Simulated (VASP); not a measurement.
Something may be wrong with this VASP 6.6.1 calculation of Zn3P.

The input INCAR:

```
SYSTEM = Zn3P
PREC     = Accurate       ! precision mode
ENCUT    = 500            ! plane-wave cutoff, eV
EDIFF    = 1E-6           ! SCF threshold, eV
ISMEAR   = 0              ! smearing method
SIGMA    = 0.1            ! smearing width, eV
LREAL    = .False.        ! projectors in reciprocal space
LASPH    = .True.         ! aspherical terms in the spheres
NELM     = 52             ! most SCF steps
ALGO     = Normal         ! electronic algorithm
ISIF     = 2              ! what is computed and relaxed
LWAVE    = .False.        ! write WAVECAR
LCHARG   = .False.        ! write CHGCAR
GGA      = PE             ! functional
LHFCALC  = .True.         ! exact exchange
HFSCREEN = 0.3            ! screening, 1/A
PRECFOCK = Normal       
IVDW     = 13             ! dispersion correction
LORBIT   = 11             ! projections on sites
NBANDS   = 28             ! bands
NEDOS    = 2001           ! points of the DOS
```

Contents of KPOINTS:

```
Automatic mesh
0
Gamma
  1 1 1
  0 0 0
```

The input POSCAR:

```
Zn3P
1.0
    3.9755180000      0.0000000000      0.0000000000
    0.0000000000      3.9755180000      0.0000000000
    0.0000000000      0.0000000000      3.9755180000
Zn P
3 1
Direct
    0.4825630000      0.5320230000      0.0207300000
    0.5162870000      0.0005090000      0.4895640000
    0.0200510000      0.4645680000      0.5046650000
   -0.0453560000     -0.0153800000      0.0238700000
```

Potentials or basis: VASP PAW PBE potentials, release 64 (Zn, P).

Command:

```sh
$ cat potpaw_PBE.64/Zn/POTCAR potpaw_PBE.64/P/POTCAR > POTCAR
$ mpirun -np 1 vasp_std > vasp.out
```

OUTCAR:

```text
SYSTEM = Zn3P
   PREC = Accurate
   ENCUT = 500
   EDIFF = 1E-6
   ISMEAR = 0
   LREAL = .False.
   LASPH = .True.
   NELM = 52
   ISIF = 2
   GGA = PE
   LHFCALC = .True.
   HFSCREEN = 0.3
   PRECFOCK = Normal
   IVDW = 13
   LORBIT = 11

 ion  position               nearest neighbor table
   1  0.483  0.532  0.021-   4 2.60   2 2.64   3 2.67   4 2.76   3 2.77   2 2.82   2 2.82   4 2.87
                             3 2.89   3 2.97   2 2.99
   2  0.516  0.001  0.490-   4 2.54   1 2.64   3 2.70   3 2.72   4 2.75   1 2.82   1 2.82   4 2.90
                             3 2.90   3 2.92   1 2.99
[... 202 lines left out ...]
 -----------------------------------------------------------------------------
  energy-cutoff  :      500.00
  volume of cell :       62.83
      direct lattice vectors                 reciprocal lattice vectors
     3.975518000  0.000000000  0.000000000     0.251539548  0.000000000  0.000000000
     0.000000000  3.975518000  0.000000000     0.000000000  0.251539548  0.000000000
     0.000000000  0.000000000  3.975518000     0.000000000  0.000000000  0.251539548

 POSITION                                       TOTAL-FORCE (eV/Angst)
 -----------------------------------------------------------------------------------
      1.91844      2.11507      0.08241        -0.313499     -0.102920     -0.363115
      2.05251      0.00202      1.94627         0.233344     -0.034010      0.235272
      0.07971      1.84690      2.00630        -0.292405      0.158213      0.479184
      3.79520      3.91437      0.09490         0.372560     -0.021284     -0.351340
 -----------------------------------------------------------------------------------
    total drift:                               -0.000407      0.001009     -0.003902

  FREE ENERGIE OF THE ION-ELECTRON SYSTEM (eV)
  ---------------------------------------------------
  free  energy   TOTEN  =        -8.2709603662 eV

  energy  without entropy=       -8.2145414078  energy(sigma->0) =       -8.24275089

 total charge

# of ion       s       p       d       tot
------------------------------------------
    1        0.482   0.428   9.771  10.681
    2        0.402   0.447   9.792  10.642
    3        0.614   0.420   9.733  10.767
    4        1.202   1.328   0.000   2.530
--------------------------------------------------
tot          2.701   2.622  29.296  34.619
```

On the terminal:

```text
POSCAR found type information on POSCAR ZnP
 POSCAR found :  2 types and       4 ions
 scaLAPACK will be used
 LDA part: xc-table for (Slater+PW92), standard interpolation
 POSCAR, INCAR and KPOINTS ok, starting setup
 FFT: planning ... GRIDC
 FFT: planning ... GRID_SOFT
 FFT: planning ... GRID
 WAVECAR not read
 entering main loop
```

Q: How did it end, and where is the flaw?

A: Self-consistency was reached. The input holds a flaw that was put in on purpose: one k point for a small cell (k = 1 × 1 × 1). The program doesn't stop on it, so the numbers can't be trusted though the run ends normally.
